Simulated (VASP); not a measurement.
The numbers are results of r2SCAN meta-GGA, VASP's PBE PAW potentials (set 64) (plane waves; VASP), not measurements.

The input files of a VASP run:

**POSCAR**
```
Al
1
    0.0000000000     1.9910371781     1.9910371781
    1.9910371781     0.0000000000     1.9910371781
    1.9910371781     1.9910371781     0.0000000000
Al
1
Direct
  0.0000000000   0.0000000000   0.0000000000
```

File KPOINTS:
```
Automatic mesh
0
Gamma
16 16 16
0 0 0
```

INCAR:
```
ALGO = Normal
EDIFF = 1E-6
EDIFFG = -0.02
ENCUT = 500
IBRION = 2
ISIF = 3
ISMEAR = 1
LASPH = .TRUE.
LCHARG = .FALSE.
LMIXTAU = .TRUE.
LREAL = .FALSE.
LWAVE = .FALSE.
METAGGA = R2SCAN
NELM = 100
NSW = 40
PREC = Accurate
SIGMA = 0.1
SYSTEM = Al
```

POTCAR, in this order: Al (PBE.64 set). Program: vasp_std.

Output of the run:

OUTCAR:
```
 ion  position               nearest neighbor table
   1  0.000  0.000  0.000-
  LATTYP: Found a face centered cubic cell.
 ALAT       =     3.9820743562
 Subroutine PRICEL returns:
 Original cell was already a primitive cell.
 Subroutine GETGRP returns: Found 48 space group operations
The static configuration has the point symmetry O_h .
The dynamic configuration has the point symmetry O_h .
 Subroutine INISYM returns: Found 48 space group operations
 Subroutine IBZKPT returns following result:
 Found    145 irreducible k-points:

 Following reciprocal coordinates:
            Coordinates               Weight
  0.000000  0.000000  0.000000      1.000000
  0.062500  0.000000  0.000000      8.000000
  0.125000  0.000000  0.000000      8.000000
  0.187500  0.000000  0.000000      8.000000
  0.250000  0.000000  0.000000      8.000000
  0.312500  0.000000  0.000000      8.000000
  0.375000  0.000000  0.000000      8.000000
  0.437500  0.000000  0.000000      8.000000
  0.500000  0.000000  0.000000      4.000000
  0.062500  0.062500  0.000000      6.000000
  0.125000  0.062500  0.000000     24.000000
  0.187500  0.062500  0.000000     24.000000
  0.250000  0.062500  0.000000     24.000000
  0.312500  0.062500  0.000000     24.000000
  0.375000  0.062500  0.000000     24.000000
  0.437500  0.062500  0.000000     24.000000
  0.500000  0.062500  0.000000     24.000000
 -0.437500  0.062500  0.000000     24.000000
 -0.375000  0.062500  0.000000     24.000000
 -0.312500  0.062500  0.000000     24.000000
 -0.250000  0.062500  0.000000     24.000000
 -0.187500  0.062500  0.000000     24.000000
 -0.125000  0.062500  0.000000     24.000000
 -0.062500  0.062500  0.000000     12.000000
  0.125000  0.125000  0.000000      6.000000
  0.187500  0.125000  0.000000     24.000000
  0.250000  0.125000  0.000000     24.000000
  0.312500  0.125000  0.000000     24.000000
  0.375000  0.125000  0.000000     24.000000
  0.437500  0.125000  0.000000     24.000000
  0.500000  0.125000  0.000000     24.000000
 -0.437500  0.125000  0.000000     24.000000
 -0.375000  0.125000  0.000000     24.000000
 -0.312500  0.125000  0.000000     24.000000
 -0.250000  0.125000  0.000000     24.000000
 -0.187500  0.125000  0.000000     24.000000
 -0.125000  0.125000  0.000000     12.000000
  0.187500  0.187500  0.000000      6.000000
  0.250000  0.187500  0.000000     24.000000
  0.312500  0.187500  0.000000     24.000000
   k-points           NKPTS =    145   k-points in BZ     NKDIM =    145   number of bands    NBANDS=      5
   number of dos      NEDOS =    301   number of ions     NIONS =      1
   total plane-waves  NPLWV =  13824
   dimension x,y,z NGX =    24 NGY =   24 NGZ =   24
   dimension x,y,z NGXF=    48 NGYF=   48 NGZF=   48
   ions per type =               1
   PREC   = accura    normal or accurate (medium, high low for compatibility)
   ISTART =      0    job   : 0-new  1-cont  2-samecut
   ICHARG =      2    charge: 1-file 2-atom 10-const
   ISPIN  =      1    spin polarized calculation?
   LNONCOLLINEAR =      F non collinear calculations
   LSORBIT =      F    spin-orbit coupling
   INIWAV =      1    electr: 0-lowe 1-rand  2-diag
   ENCUT  =  500.0 eV  36.75 Ry    6.06 a.u.   5.13  5.13  5.13*2*pi/ulx,y,z
   NELM   =    100;   NELMIN=  2; NELMDL= -5     # of ELM steps
   EDIFF  = 0.1E-05   stopping-criterion for ELM
   LREAL  =      F    real-space projection
   NLSPLINE    = F    spline interpolate recip. space projectors
   LMAXMIX     =    2 max onsite mixed and CHGCAR
   VOSKOWN=      0    Vosko Wilk Nusair interpolation
...
```

File OSZICAR:
```
       N       E                     dE             d eps       ncg     rms          rms(c)
DAV:   1    -0.476326284847E+01   -0.47633E+01   -0.88421E+02  1530   0.325E+02
DAV:   2    -0.689821078795E+01   -0.21349E+01   -0.19479E+01  1865   0.326E+01
DAV:   3    -0.691856226449E+01   -0.20351E-01   -0.18921E-01  1945   0.347E+00
DAV:   4    -0.691864800955E+01   -0.85745E-04   -0.85728E-04  1925   0.205E-01
DAV:   5    -0.691864871334E+01   -0.70379E-06   -0.70388E-06  1965   0.165E-02    0.308E+00
DAV:   6    -0.672993613553E+01    0.18871E+00   -0.10192E-01  1975   0.225E+00    0.193E+00
DAV:   7    -0.701676129572E+01   -0.28683E+00   -0.75186E-02  1765   0.199E+00    0.704E-01
DAV:   8    -0.668596375826E+01    0.33080E+00   -0.10151E-01  1755   0.228E+00    0.227E-01
DAV:   9    -0.674316446338E+01   -0.57201E-01   -0.42322E-02  1495   0.120E+00    0.114E-01
DAV:  10    -0.674447808909E+01   -0.13136E-02   -0.12642E-03  2080   0.308E-01    0.183E-01
DAV:  11    -0.674551595139E+01   -0.10379E-02   -0.14199E-04  1900   0.988E-02    0.146E-01
DAV:  12    -0.674357732347E+01    0.19386E-02   -0.46178E-04  1680   0.156E-01    0.537E-02
DAV:  13    -0.674357497768E+01    0.23458E-05   -0.45055E-05  1975   0.664E-02    0.460E-02
DAV:  14    -0.674358895196E+01   -0.13974E-04   -0.44325E-06  1495   0.259E-02    0.518E-02
DAV:  15    -0.674358051638E+01    0.84356E-05   -0.95782E-06  1570   0.309E-02    0.656E-02
DAV:  16    -0.674357738869E+01    0.31277E-05   -0.12500E-05  1795   0.361E-02    0.682E-02
DAV:  17    -0.674357819257E+01   -0.80388E-06   -0.62483E-07  1260   0.876E-03
   1 F= -.67435782E+01 E0= -.67436521E+01  d E =-.674358E+01
       N       E                     dE             d eps       ncg     rms          rms(c)
DAV:   1    -0.674367866636E+01   -0.10128E-03   -0.20013E-03  1790   0.307E-01    0.620E-02
DAV:   2    -0.674369210785E+01   -0.13441E-04   -0.53265E-05  2035   0.640E-02    0.155E-02
DAV:   3    -0.674367421591E+01    0.17892E-04   -0.10842E-05  1640   0.261E-02    0.768E-03
DAV:   4    -0.674367585644E+01   -0.16405E-05   -0.12000E-05  1685   0.301E-02    0.256E-03
DAV:   5    -0.674366899141E+01    0.68650E-05   -0.52685E-06  1645   0.184E-02    0.384E-03
DAV:   6    -0.674367019256E+01   -0.12011E-05   -0.77491E-08   770   0.354E-03    0.273E-04
DAV:   7    -0.674367013690E+01    0.55653E-07   -0.24126E-08   740   0.230E-03
   2 F= -.67436701E+01 E0= -.67437333E+01  d E =-.919443E-04
```

File OUTCAR:
```
------------------------ aborting loop because EDIFF is reached ----------------------------------------
  FORCE on cell =-STRESS in cart. coord.  units (eV):
  Direction    XX          YY          ZZ          XY          YZ          ZX
  --------------------------------------------------------------------------------------
  Total       -0.0176468     -0.0176468     -0.0176468      0.0000000     -0.0000000     -0.0000000
  in kB       -1.7782519     -1.7782519     -1.7782519      0.0000000     -0.0000000     -0.0000000
  external PRESSURE =      -1.7782519 kB  Pullay stress =       0.0000000 kB
  volume of cell :       15.90
      direct lattice vectors                 reciprocal lattice vectors
    -0.000000000  1.995801949  1.995801949    -0.250525860  0.250525860  0.250525860
     1.995801949  0.000000000  1.995801949     0.250525860 -0.250525860  0.250525860
     1.995801949  1.995801949  0.000000000     0.250525860  0.250525860 -0.250525860
 POSITION                                       TOTAL-FORCE (eV/Angst)
 -----------------------------------------------------------------------------------
      1.99580      3.99160      1.99580         0.000000      0.000000      0.000000
 -----------------------------------------------------------------------------------
    total drift:                                0.000000      0.000000     -0.000000
  FREE ENERGIE OF THE ION-ELECTRON SYSTEM (eV)
  ---------------------------------------------------
  free  energy   TOTEN  =        -6.7436701369 eV

  energy  without entropy=       -6.7438597268  energy(sigma->0) =       -6.74373333

 reached required accuracy - stopping structural energy minimisation
```
(Selected blocks of OUTCAR.)

**CONTCAR**
```
Al
   1.00000000000000
    -0.0000000000000000    1.9958019488494341    1.9958019488494341
     1.9958019488494341    0.0000000000000000    1.9958019488494341
     1.9958019488494341    1.9958019488494341    0.0000000000000000
  Al
     1
Direct
     1.0000000000000000    0.0000000000000000    1.0000000000000000
```

The compound is Al in the fcc structure. This run relaxes it. Symmetry was kept, so distortions that lower it aren't found.
